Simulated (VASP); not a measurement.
# A VASP study of AlCl2 (optPBE-vdW): structure first, properties next, part 2 of 4

Wanted: the relaxed cell of AlCl2 and its properties. The cell is generated by rule, not measured, and may not be a known phase.

VASP 6.6.1, plane waves and PAW; the level of theory is named at each step.

Still holding for the runs below: This run has no spin polarisation. Its electron count is odd, so without a moment it is a metal by construction. The k-mesh is coarse for a metal.

So far. Step 2 (Relaxing cell and atoms (optPBE-vdW)): It ends with a largest force of 0.009 eV/Å and a pressure of 0.03 GPa. The relaxed cell has a = 5.140, c = 7.640 Å (conventional setting).

## Step 3: Second relaxation

Level of this step: optPBE-vdW; plane waves and PAW (Al, Cl); invented cell (VASP).

A relaxation keeps the plane waves of the cell it began with, so it is repeated from the new cell, on a basis made for it. The mesh changes with the cell too.

Contents of INCAR:

```
SYSTEM = AlCl2
PREC = Accurate
ENCUT = 400
EDIFF = 1E-06
NELM = 100
ISMEAR = 0
SIGMA = 0.05
LREAL = .FALSE.
ALGO = Normal
GGA = OR
AGGAC = 0
LUSE_VDW = .TRUE.
LASPH = .TRUE.
LORBIT = 11
LWAVE = .FALSE.
LCHARG = .FALSE.
IBRION = 2
NSW = 60
ISIF = 3
EDIFFG = -0.01
```

Contents of POSCAR:

```
AlCl2
1.0
   -2.5702454298      2.5702454298      3.8201283938
    2.5702454298     -2.5702454298      3.8201283938
    2.5702454298      2.5702454298     -3.8201283938
Al Cl
1 2
Direct
    0.5000000000      0.5000000000      0.0000000000
    0.7909601676      0.7909601676      0.0000000000
    0.2090398324      0.2090398324      0.0000000000
```

Contents of KPOINTS:

```
Automatic mesh
0
Gamma
6 6 6
0 0 0
```

The projector-augmented-wave data sets are Al and Cl (PBE family, release 64).

Started as:

```bash
> mpirun -np 1 vasp_std
```

Output:

```text
[banner, memory and clock lines left out]
running    1 mpi-ranks, on    1 nodes
 distrk:  each k-point on    1 cores,    1 groups
 distr:  one band on    1 cores,    1 groups

 POSCAR found type information on POSCAR AlCl
 POSCAR found :  2 types and       3 ions
 [... a notice as in an earlier step ...]

 [... a notice as in an earlier step ...]

 LDA part: xc-table for (Slater+PW92), standard interpolation
 POSCAR, INCAR and KPOINTS ok, starting setup
 FFT: planning ... GRIDC
 FFT: planning ... GRID_SOFT
 FFT: planning ... GRID
 WAVECAR not read
 entering main loop
       N       E                     dE             d eps       ncg     rms          rms(c)
DAV:   1     0.930971796979E+02    0.93097E+02   -0.57615E+03   720   0.896E+02
DAV:   2     0.365225326648E+01   -0.89445E+02   -0.83978E+02  1092   0.179E+02
DAV:   3    -0.467923717171E+01   -0.83315E+01   -0.82729E+01   800   0.631E+01
DAV:   4    -0.479966786571E+01   -0.12043E+00   -0.12019E+00   916   0.935E+00
DAV:   5    -0.480239626395E+01   -0.27284E-02   -0.27282E-02   916   0.139E+00    0.853E+00
DAV:   6    -0.412851022425E+01    0.67389E+00   -0.11247E+00   804   0.665E+00    0.519E+00
DAV:   7    -0.404779103459E+01    0.80719E-01   -0.27464E-01   828   0.329E+00    0.187E+00
DAV:   8    -0.404402886563E+01    0.37622E-02   -0.29878E-02   840   0.126E+00    0.230E-01
DAV:   9    -0.404416858027E+01   -0.13971E-03   -0.39366E-03   836   0.438E-01    0.112E-01
DAV:  10    -0.404442916959E+01   -0.26059E-03   -0.73197E-04   784   0.207E-01    0.570E-02
DAV:  11    -0.404451172760E+01   -0.82558E-04   -0.85894E-05   832   0.686E-02    0.218E-02
DAV:  12    -0.404453896346E+01   -0.27236E-04   -0.36770E-05   760   0.495E-02    0.663E-03
DAV:  13    -0.404454116739E+01   -0.22039E-05   -0.48506E-06   888   0.186E-02    0.343E-03
DAV:  14    -0.404454185405E+01   -0.68666E-06   -0.11046E-06   524   0.824E-03
   1 F= -.40445419E+01 E0= -.40426106E+01  d E =-.404454E+01
 curvature:   0.00 expect dE= 0.000E+00 dE for cont linesearch  0.000E+00
 trial: gam= 0.00000 g(F)=  0.268E-04 g(S)=  0.133E-03 ort = 0.000E+00 (trialstep = 0.100E+01)
 search vector abs. value=  0.159E-03
 bond charge predicted
       N       E                     dE             d eps       ncg     rms          rms(c)
DAV:   1    -0.404499765205E+01   -0.45648E-03   -0.13222E-02   728   0.814E-01    0.933E-02
DAV:   2    -0.404475299940E+01    0.24465E-03   -0.53909E-04   816   0.182E-01    0.356E-02
DAV:   3    -0.404469442914E+01    0.58570E-04   -0.15741E-04   840   0.798E-02    0.189E-02
DAV:   4    -0.404468686542E+01    0.75637E-05   -0.12134E-05   856   0.253E-02    0.493E-03
DAV:   5    -0.404468610611E+01    0.75931E-06   -0.14972E-06   500   0.890E-03
   2 F= -.40446861E+01 E0= -.40427882E+01  d E =-.144252E-03
[...]
3 F= -.40449472E+01 E0= -.40431630E+01  d E =-.405367E-03
 curvature:  -2.54 expect dE=-0.513E-03 dE for cont linesearch -0.251E-04
 trial: gam= 1.01534 g(F)=  0.671E-04 g(S)=  0.134E-03 ort = 0.396E-04 (trialstep = 0.571E+00)
 search vector abs. value=  0.446E-03
 bond charge predicted
       N       E                     dE             d eps       ncg     rms          rms(c)
DAV:   1    -0.404545143317E+01   -0.50413E-03   -0.13294E-02   720   0.833E-01    0.126E-01
DAV:   2    -0.404508253304E+01    0.36890E-03   -0.11392E-03   796   0.252E-01    0.327E-02
DAV:   3    -0.404505339649E+01    0.29137E-04   -0.14359E-04   752   0.751E-02    0.262E-02
DAV:   4    -0.404504905847E+01    0.43380E-05   -0.27816E-06   812   0.141E-02    0.151E-02
DAV:   5    -0.404504596615E+01    0.30923E-05   -0.34271E-06   772   0.124E-02    0.252E-03
DAV:   6    -0.404504582479E+01    0.14136E-06   -0.12808E-07   384   0.327E-03
   4 F= -.40450458E+01 E0= -.40432996E+01  d E =-.986038E-04
 trial-energy change:   -0.000099  1 .order   -0.000096   -0.000138   -0.000055
 step:   0.9471(harm=  0.9471)  dis= 0.00198  next Energy=    -4.045062 (dE=-0.114E-03)
 reached required accuracy - stopping structural energy minimisation
```

It took 3.8 min on 1 MPI rank of Intel Xeon Platinum 8375C at 2.90GHz (Ice Lake), shared host; peak memory 0.46 GiB.

OUTCAR, selected parts (step 3):

```text
  LATTYP: Found a body centered tetragonal cell.
 ALAT       =     5.1404908596
 C/A-ratio  =     1.4862893440

The static configuration has the point symmetry D_4h.

 Found     30 irreducible k-points:

   k-points           NKPTS =     30   k-points in BZ     NKDIM =     30   number of bands    NBANDS=     12

   dimension x,y,z NGX =    36 NGY =   36 NGZ =   36
   dimension x,y,z NGXF=    72 NGYF=   72 NGZF=   72

   ENCUT  =  400.0 eV  29.40 Ry    5.42 a.u.   8.60  8.60  8.60*2*pi/ulx,y,z

   NELECT =      17.0000    total number of electrons

 E-fermi :   1.4185

 k-point     1 :       0.0000    0.0000    0.0000
  band No.  band energies     occupation
    ...
      5      -2.6527      2.00000
      6      -2.6527      2.00000
      7      -1.8674      2.00000
      8      -1.8674      2.00000
      9      -0.0518      2.00000
     10       3.1029      0.00000
     11       3.1029      0.00000
     12       6.4893      0.00000

 k-point     2 :       0.1667    0.0000   -0.0000
  band No.  band energies     occupation
    ...
      5      -2.6486      2.00000
      6      -2.6296      2.00000
      7      -2.0155      2.00000
      8      -1.9491      2.00000
      9       0.4098      2.00000
     10       3.0642      0.00000
     11       3.2756      0.00000
     12       6.8255      0.00000

Total vdW correction in eV:      3.7453819

  Total        0.0199559      0.0199559      0.0020436      0.0000000     -0.0000000      0.0000000
  in kB        0.3145582      0.3145582      0.0322133      0.0000000     -0.0000000      0.0000000
  external PRESSURE =       0.2204432 kB  Pullay stress =       0.0000000 kB

  energy-cutoff  :      400.00
  volume of cell :      101.64
      direct lattice vectors                 reciprocal lattice vectors
    -2.581853783  2.581853783  3.812050909     0.000000000  0.193659301  0.131162991
     2.581853783 -2.581853783  3.812050909     0.193659301  0.000000000  0.131162991
     2.581853783  2.581853783 -3.812050909     0.193659301  0.193659301  0.000000000

 POSITION                                       TOTAL-FORCE (eV/Angst)
 -----------------------------------------------------------------------------------
      2.58185      2.58185      0.00000        -0.000000     -0.000000      0.000000
      2.58185      2.58185      2.22271         0.000000      0.000000      0.009481
      0.00000      0.00000      1.58934        -0.000000     -0.000000     -0.009481
 -----------------------------------------------------------------------------------
    total drift:                                0.000000      0.000000     -0.000000

  FREE ENERGIE OF THE ION-ELECTRON SYSTEM (eV)
  ---------------------------------------------------
  free  energy   TOTEN  =        -4.0450458248 eV

  energy  without entropy=       -4.0415534120  energy(sigma->0) =       -4.04329962

Total vdW correction in eV:      3.7453758

 total charge
# of ion       s       p       d       tot
------------------------------------------
    1        0.508   0.189   0.000   0.697
    2        1.630   3.495   0.000   5.126
    3        1.630   3.495   0.000   5.126
--------------------------------------------------
tot          3.768   7.180   0.000  10.948

[... 2 parts as in an earlier step ...]

[... 7 further parts left out ...]
```

CONTCAR:

```
AlCl2
   1.00000000000000
    -2.5818537831830568    2.5818537831830568    3.8120509093468726
     2.5818537831830568   -2.5818537831830568    3.8120509093468726
     2.5818537831830568    2.5818537831830568   -3.8120509093468726
  Al              Cl
     1     2
Direct
     0.5000000000000000    0.5000000000000000    1.0000000000000000
     0.7915376365824087    0.7915376365824087    1.0000000000000000
     0.2084623634175911    0.2084623634175911    0.0000000000000000
```

The steps of the relaxation:

```tsv
step	energy less that of the first step (eV)	largest force (eV/Å)	pressure (GPa)	volume (Å³)
1	0.0000	0.0167	0.04	100.95
2	-0.0001	0.0195	0.05	101.07
3	-0.0004	0.0264	0.07	101.44
4	-0.0005	0.0095	0.02	101.64
```

```tsv
conventional cell, symmetrised	before	after	change
a (Å)	5.140	5.164	+0.5 %
b (Å)	5.140	5.164	+0.5 %
c (Å)	7.640	7.624	-0.2 %
volume (Å³/atom)	33.65	33.88	+0.7 %
```

The relaxed structure:

```
Al Cl
1.0
    -2.58185    2.58185    3.81205
     2.58185   -2.58185    3.81205
     2.58185    2.58185   -3.81205
Al Cl
1 2
Cartesian
  0.0000 0.0000 3.8121
  0.0000 0.0000 6.0348
  0.0000 0.0000 1.5893
```

Numbers from this step:

```yaml
irreducible_k_points: 30
free_energy_toten: -4.045 eV
energy_at_zero_smearing: -4.043 eV
fermi_energy: 1.419 eV
pressure: 0.02204 GPa
scf_cycles_over_all_ionic_steps: 31
```

It ends with a largest force of 0.009 eV/Å and a pressure of 0.02 GPa.

## Step 4: Single point with fields (optPBE-vdW)

The relaxed cell gets a fresh self-consistent run, on a basis set for its own volume, to fix the density and to check the remaining stress.

Changes to INCAR since step 3:

```diff
@@ -15,6 +15,5 @@
 LWAVE = .FALSE.
-LCHARG = .FALSE.
-IBRION = 2
-NSW = 60
-ISIF = 3
-EDIFFG = -0.01
+LCHARG = .TRUE.
+ISIF = 2
+LELF = .TRUE.
+LVHAR = .TRUE.
```

Contents of POSCAR:

```
AlCl2
1.0
   -2.5818537832      2.5818537832      3.8120509093
    2.5818537832     -2.5818537832      3.8120509093
    2.5818537832      2.5818537832     -3.8120509093
Al Cl
1 2
Direct
    0.5000000000      0.5000000000      0.0000000000
    0.7915376366      0.7915376366      0.0000000000
    0.2084623634      0.2084623634      0.0000000000
```

KPOINTS is that of step 3.

Started as:

```bash
> mpirun -np 1 vasp_std
```

Output:

```text
[... set-up lines as in an earlier step ...]
 entering main loop
       N       E                     dE             d eps       ncg     rms          rms(c)
DAV:   1     0.877170993670E+02    0.87717E+02   -0.57391E+03   720   0.897E+02
DAV:   2     0.311947307716E+01   -0.84598E+02   -0.78214E+02  1032   0.173E+02
DAV:   3    -0.469122801960E+01   -0.78107E+01   -0.77447E+01   820   0.617E+01
DAV:   4    -0.479810098637E+01   -0.10687E+00   -0.10680E+00   904   0.884E+00
DAV:   5    -0.480063554799E+01   -0.25346E-02   -0.25342E-02   912   0.135E+00    0.853E+00
DAV:   6    -0.412856244108E+01    0.67207E+00   -0.11270E+00   808   0.664E+00    0.521E+00
DAV:   7    -0.404869224502E+01    0.79870E-01   -0.27266E-01   836   0.327E+00    0.186E+00
DAV:   8    -0.404493751614E+01    0.37547E-02   -0.28890E-02   852   0.124E+00    0.238E-01
DAV:   9    -0.404510056097E+01   -0.16304E-03   -0.37388E-03   820   0.429E-01    0.114E-01
DAV:  10    -0.404537309655E+01   -0.27254E-03   -0.71717E-04   792   0.205E-01    0.524E-02
DAV:  11    -0.404545319807E+01   -0.80102E-04   -0.95206E-05   828   0.716E-02    0.225E-02
DAV:  12    -0.404547744299E+01   -0.24245E-04   -0.31879E-05   760   0.463E-02    0.660E-03
DAV:  13    -0.404548005831E+01   -0.26153E-05   -0.51066E-06   856   0.190E-02    0.368E-03
DAV:  14    -0.404548070947E+01   -0.65117E-06   -0.99975E-07   536   0.783E-03
   1 F= -.40454807E+01 E0= -.40437346E+01  d E =-.349220E-02
```

Run time: 79 s. Hardware: 1 MPI rank; peak memory 0.47 GiB.

From OUTCAR (step 4):

```text
  LATTYP: Found a body centered tetragonal cell.
 ALAT       =     5.1637075664
 C/A-ratio  =     1.4764782321

The static configuration has the point symmetry D_4h.

 Found     30 irreducible k-points:

   ENCUT  =  400.0 eV  29.40 Ry    5.42 a.u.   8.61  8.61  8.61*2*pi/ulx,y,z

   NELECT =      17.0000    total number of electrons

 E-fermi :   1.4184

 k-point     1 :       0.0000    0.0000    0.0000
  band No.  band energies     occupation
    ...
      5      -2.6527      2.00000
      6      -2.6527      2.00000
      7      -1.8674      2.00000
      8      -1.8674      2.00000
      9      -0.0518      2.00000
     10       3.1030      0.00000
     11       3.1030      0.00000
     12       6.4894      0.00000

 k-point     2 :       0.1667   -0.0000    0.0000
  band No.  band energies     occupation
    ...
      5      -2.6487      2.00000
      6      -2.6297      2.00000
      7      -2.0156      2.00000
      8      -1.9491      2.00000
      9       0.4098      2.00000
     10       3.0642      0.00000
     11       3.2757      0.00000
     12       6.8255      0.00000

Total vdW correction in eV:      3.7453906

  Total        0.0199586      0.0199586      0.0027754      0.0000000     -0.0000000      0.0000000
  in kB        0.3145999      0.3145999      0.0437475      0.0000000     -0.0000000      0.0000000
  external PRESSURE =       0.2243158 kB  Pullay stress =       0.0000000 kB

 POSITION                                       TOTAL-FORCE (eV/Angst)
 -----------------------------------------------------------------------------------
      0.00000      0.00000      3.81205        -0.000000     -0.000000      0.000000
      0.00000      0.00000      6.03476        -0.000000     -0.000000      0.009456
      0.00000      0.00000      1.58934         0.000000      0.000000     -0.009456
 -----------------------------------------------------------------------------------
    total drift:                                0.000000     -0.000000      0.000000

  FREE ENERGIE OF THE ION-ELECTRON SYSTEM (eV)
  ---------------------------------------------------
  free  energy   TOTEN  =        -4.0454807095 eV

  energy  without entropy=       -4.0419885100  energy(sigma->0) =       -4.04373461

Total vdW correction in eV:      3.7453869

 total charge
# of ion       s       p       d       tot
------------------------------------------
    1        0.508   0.189   0.000   0.697
    2        1.630   3.496   0.000   5.126
    3        1.630   3.496   0.000   5.126
--------------------------------------------------
tot          3.769   7.180   0.000  10.949

[... 4 parts as in an earlier step ...]

[... 7 further parts left out ...]
```

Numbers from this step:

- SCF cycles: 14
- energy at zero smearing: -4.044 eV
- Fermi energy: 1.418 eV
- pressure: 0.02243 GPa

Valence electrons inside each PAW sphere by angular momentum. Sphere charges, by row:

```tsv
atom	s (e)	p (e)	d (e)	tot (e)
Al1	0.508	0.189	0	0.697
Cl2	1.63	3.496	0	5.126
Cl3	1.63	3.496	0	5.126
```

ELF in the ac plane of the conventional cell at fractional y = 0.500, with atoms of Al and Cl within 0.2 Å of it. It is the smooth field of the valence electrons, not physical close to the nuclei.

Ten even steps from '_' (0.00) to '@' (0.88), each cell a mean:
```
____--**%%**--::==####==..__
____..--++********++==::____
______::==**%%%%##++--..____
______--**%%@@@@@@##==..____
____..++%%@@%%##@@@@##--____
____::##@@@@**==%%@@%%==____
____::**@@@@%%##@@@@%%==____
____..==%%@@@@@@@@%%**::____
______..--++******==::______
__________........__________
________..::------::..______
______::**##%%%%%%##==..____
____..++%%@@@@@@@@@@##--____
____::##@@@@##**@@@@%%==____
____::**@@@@##++%%@@%%==____
____..==%%@@@@%%@@%%**::____
______::++##%%@@%%**--..____
______::==**##%%##++--..____
____::++****====++**++--____
____--##%%**::..==%%%%++..__
```
Columns run along a (5.2 Å), rows up along c (7.6 Å), edges of the conventional cell, whose origin can differ from the input's. Atoms in or near the plane, at fractional coordinates: Al at (0.50, 0.00), Cl at (0.50, 0.29), Cl at (0.50, 0.71).

Valence density in the ac plane of the conventional cell at fractional y = 0.500, with atoms of Al and Cl within 0.2 Å of it. It is the smooth field of the valence electrons, not physical close to the nuclei.

Values in e/Å³, 20 rows by 14 columns, each cell a mean:
```
0.0 0.0 0.0 0.1 0.1 0.1 0.1 0.1 0.1 0.1 0.1 0.0 0.0 0.0
0.0 0.0 0.0 0.1 0.1 0.2 0.2 0.2 0.2 0.2 0.1 0.0 0.0 0.0
0.0 0.0 0.0 0.1 0.1 0.3 0.5 0.5 0.4 0.2 0.1 0.0 0.0 0.0
0.0 0.0 0.0 0.1 0.2 0.6 1.1 1.2 0.8 0.4 0.1 0.0 0.0 0.0
0.0 0.0 0.0 0.1 0.4 1.2 1.6 1.5 1.5 0.7 0.2 0.1 0.0 0.0
0.0 0.0 0.0 0.1 0.6 1.5 1.1 0.6 1.6 1.0 0.3 0.1 0.0 0.0
0.0 0.0 0.0 0.1 0.5 1.3 1.5 1.3 1.5 0.8 0.2 0.1 0.0 0.0
0.0 0.0 0.0 0.1 0.2 0.6 1.1 1.2 0.8 0.4 0.1 0.0 0.0 0.0
0.0 0.0 0.0 0.0 0.1 0.2 0.3 0.4 0.2 0.1 0.0 0.0 0.0 0.0
0.0 0.0 0.0 0.0 0.0 0.1 0.1 0.1 0.1 0.0 0.0 0.0 0.0 0.0
0.0 0.0 0.0 0.0 0.0 0.1 0.2 0.2 0.1 0.1 0.0 0.0 0.0 0.0
0.0 0.0 0.0 0.0 0.1 0.3 0.6 0.6 0.4 0.2 0.1 0.0 0.0 0.0
0.0 0.0 0.0 0.1 0.3 0.9 1.4 1.5 1.2 0.5 0.2 0.0 0.0 0.0
0.0 0.0 0.0 0.1 0.5 1.4 1.3 0.8 1.6 0.9 0.2 0.1 0.0 0.0
0.0 0.0 0.0 0.1 0.5 1.4 1.3 0.9 1.6 0.9 0.2 0.1 0.0 0.0
0.0 0.0 0.0 0.1 0.3 0.9 1.5 1.6 1.2 0.5 0.2 0.0 0.0 0.0
0.0 0.0 0.0 0.1 0.2 0.4 0.7 0.8 0.6 0.3 0.1 0.0 0.0 0.0
0.0 0.0 0.0 0.1 0.1 0.2 0.3 0.4 0.3 0.2 0.1 0.0 0.0 0.0
0.0 0.0 0.0 0.1 0.1 0.2 0.2 0.1 0.2 0.1 0.1 0.0 0.0 0.0
0.0 0.0 0.0 0.1 0.1 0.1 0.0 0.0 0.1 0.1 0.1 0.0 0.0 0.0
```
Columns run along a (5.2 Å), rows up along c (7.6 Å), edges of the conventional cell, whose origin can differ from the input's. Atoms in or near the plane, at fractional coordinates: Al at (0.50, 0.00), Cl at (0.50, 0.29), Cl at (0.50, 0.71).

Electrostatic potential energy in the ac plane of the conventional cell at fractional y = 0.500, with atoms of Al and Cl within 0.2 Å of it. With pseudopotentials it is smooth inside the atoms' cores, unlike the true potential.

Ten even steps from '0' (-86 eV) to '9' (5 eV), each cell a mean:
```
99998510379999
99999865789999
99999988899999
99999877899999
99999621489999
99999400179999
99999510389999
99999866799999
99999999999999
99999999999999
99999999999999
99999988999999
99999743699999
99999400279999
99999500289999
99999743699999
99999988899999
99999887899999
99998743589999
99998500279999
```
Columns run along a (5.2 Å; values clipped at the 3rd and 97th percentile), rows up along c (7.6 Å), edges of the conventional cell, whose origin can differ from the input's. Atoms in or near the plane, at fractional coordinates: Al at (0.50, 0.00), Cl at (0.50, 0.29), Cl at (0.50, 0.71).

In this run the pressure is 0.02 GPa, small enough to go on; single stress components reach 0.03 GPa.

[end of part 2 of 4]

[Lines on the potential files, build, host, timing and source positions are cut from VASP's logs without a mark.]

[Logs are printed without paths, hosts, clocks, repeated set-up lines and the standing remarks that a program may print on its own settings, such as how far it seeks lower states.]

[Hosts, paths, dates, database ids (printed as entryN), source tags and the programs' standing remarks are cut or masked in the printed files.]

[A measured line is paired with the nearest computed mode of its activity, which favours agreement.]

[In band tables of VASP the shares of atoms and orbitals are scaled to a sum of 1 inside the atoms' spheres.]
